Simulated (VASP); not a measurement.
Data:

```
CELL_PARAMETERS angstrom
      4.27965     0.00000     0.00000
     -2.13983     3.70629     0.00000
      0.00000     0.00000     7.00908
ATOMIC_POSITIONS crystal
  K  0.66667 0.33333 0.00000
  K  0.33333 0.66667 0.50000
  H  0.66667 0.33333 0.62520
  H  0.33333 0.66667 0.12520
```

Method: PBE GGA, VASP's PBE PAW potentials (set 64) (plane waves; VASP). Settings: 400 eV cut-off, 2×2×1 Monkhorst-Pack mesh, Gaussian smearing of 0.050 eV, potentials K_sv H.

Problem. Predict the energy per atom (σ→0).

Solution. 
```
Property                        Value
---------------------  --------------
energy per atom (σ→0)  -2.368 eV/atom
```

Only differences to runs with the same potentials and settings are physical.

The structure was generated: KH was put into the wurtzite type (P6_3mc), which need not be its known phase. The cell was not relaxed at this level. The k-mesh is coarse (spacing up to 0.90 per Å, 2π included), so the numbers may not be converged in it. The run is one of a series of settings (KPOINTS 2×2×1 Monkhorst-Pack mesh against the base run), some of them coarse on purpose.
